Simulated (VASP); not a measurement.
Given:

```yaml
crystal:
  lattice:
    - [1.39740, -2.42037, 0.00000]
    - [1.39740, 2.42037, 0.00000]
    - [0.00000, 0.00000, 4.47780]
  atoms:
    - { symbol: Tc, position: [0.33333, 0.66667, 0.25000] }
    - { symbol: Tc, position: [0.66667, 0.33333, 0.75000] }
```

Computed with PBE GGA, VASP's PBE PAW potentials (set 64) (plane waves; VASP). Run with 400 eV cut-off, 11×11×6 Γ-centred mesh, first-order Methfessel-Paxton smearing of 0.10 eV, potentials Tc_pv.

Question: Estimate the energy per atom (σ→0), pressure, band gap (on the k-mesh) with the smallest direct gap where there is one.

Answer: 
* **band gap (on the k-mesh)**: none (metal, semimetal or under 0.01 eV)
* **energy per atom (σ→0)**: -10.319 eV/atom
* **pressure**: -14.60 GPa

The absolute energy has meaning only against runs of the same code, potentials and settings.

The compound is Tc in the hcp structure. The cell was not relaxed at this level.
